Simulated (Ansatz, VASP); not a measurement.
## One calculation of CaSnSe, two programs

```xyz
6
Lattice="5.1940 0.0000 0.0000 -2.5970 4.4981 0.0000 0.0000 0.0000 6.9870" Properties=species:S:1:pos:R:3 pbc="T T T"
Ca    0.0000    0.0000    0.0000
Ca    0.0000    0.0000    3.4935
Sn    0.0000    2.9987    1.7467
Sn    2.5970    1.4994    5.2402
Se    2.5970    1.4994    1.7467
Se    0.0000    2.9987    5.2402
```

Alike in both runs: functional PBE; k mesh 12 × 12 × 6; occupations gaussian, width 0.1 eV; no spin polarisation.

Ansatz relaxed the structure, and its values are those at the end. VASP's run is a single point on that final structure, the one shown.

|  | VASP | Ansatz |
| --- | --- | --- |
| version | VASP 6.6.1 | Ansatz 0.2.0 |
| potentials or method | VASP PAW PBE potentials, release 64 (Ca_sv, Sn_d, Se) | scalar-relativistic, plane waves, PAW |
| plane-wave cutoff (eV) | 520 | 420 |
| valence electrons in the cell | 60 | 80 |

|  | VASP | Ansatz | Ansatz less VASP |
| --- | --- | --- | --- |
| gap on the k mesh at the Fermi level (eV) | none | none | - |
| pressure (GPa) | 0.0 | 0.0 | -0.03 |

A gap of «none» marks a metal or a gap that the smearing closes. The two sets of potentials don't hold the same shells in valence.
